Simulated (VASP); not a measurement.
WC (space group P-6m2): the measured cell of entry 9013303 of the Crystallography Open Database is

```cif
data_CW
_chemical_formula_sum 'W1 C1'
_space_group_name_H-M_alt 'P 1'
_space_group_IT_number 1
_cell_length_a 2.90200
_cell_length_b 2.90200
_cell_length_c 2.83100
_cell_angle_alpha 90.000
_cell_angle_beta 90.000
_cell_angle_gamma 120.000
loop_
_space_group_symop_operation_xyz
  'x, y, z'
loop_
_atom_site_label
_atom_site_type_symbol
_atom_site_fract_x
_atom_site_fract_y
_atom_site_fract_z
_atom_site_occupancy
W1 W 0.00000 0.00000 0.00000 1
C1 C 0.66667 0.33333 0.50000 1
```

All values below come from r2SCAN+rVV10, VASP's PBE PAW potentials (set 64) (plane waves; VASP 6.6.1). Settings: 520 eV cut-off, 16×16×14 Γ-centred mesh, tetrahedra with Blöchl corrections, potentials W_sv C.

The calculation is for a static lattice at zero pressure; the measurement, whose temperature isn't given here, holds thermal and zero-point expansion. The entry's conditions were not checked, so it may have been measured under pressure.

Task: How far does the relaxed conventional cell lie from the measured one?

Result: 
|  | measured | computed | difference |
|---|---|---|---|
| a (Å) | 2.902 | 2.913 | +0.4 % |
| c (Å) | 2.831 | 2.838 | +0.2 % |
| V (Å³/atom) | 10.32 | 10.43 | +1.0 % |

The structure comes from a measured WC entry (P-6m2) of the Crystallography Open Database, whose conditions weren't checked. It was relaxed first. Symmetry was kept, so distortions that lower it aren't found.
